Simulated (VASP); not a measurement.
A run of VASP 6.6.1:

File INCAR:

```
PREC = Accurate ; ENCUT = 520
EDIFF = 1E-6 ; ISMEAR = 0
SIGMA = 0.1 ; LREAL = False
LASPH = True ; NELM = 100
ALGO = Normal ; ISIF = 2
LWAVE = False ; LCHARG = False
GGA = PE ; NBANDS = 35
```

KPOINTS

```
regular mesh
0
Gamma
  3 3 6
```

POSCAR

```
Zr2NbP3
1.0
    5.9754662608      0.0000000000      0.0000000000
   -2.9877331304      5.1749055813      0.0000000000
    0.0000000000      0.0000000000      3.7585590694
Zr Nb P
2 1 3
Direct
    0.3333333333      0.6666666667      0.0000000000
    0.6666666667      0.3333333333      0.0000000000
    0.0000000000      0.0000000000      0.0000000000
    0.5000000000      0.0000000000      0.5000000000
    0.5000000000      0.5000000000      0.5000000000
    0.0000000000      0.5000000000      0.5000000000
```

Potentials or basis: VASP PAW PBE potentials, release 64 (Zr_sv, Nb_sv, P).

The run is started by

```bash
$ cat potpaw_PBE.64/Zr_sv/POTCAR potpaw_PBE.64/Nb_sv/POTCAR potpaw_PBE.64/P/POTCAR > POTCAR
$ mpirun -np 1 vasp_std > vasp.out
```

Hardware: 1 thread of Intel(R) Xeon(R) Platinum 8488C (Sapphire Rapids) (shared host).

Task: Estimate the wall time of this run.

Result: Run time: 48 s on 1 thread of Intel(R) Xeon(R) Platinum 8488C (Sapphire Rapids), on a shared host, peak memory 0.26 GiB. Counts: scf iterations 14, k points 12.
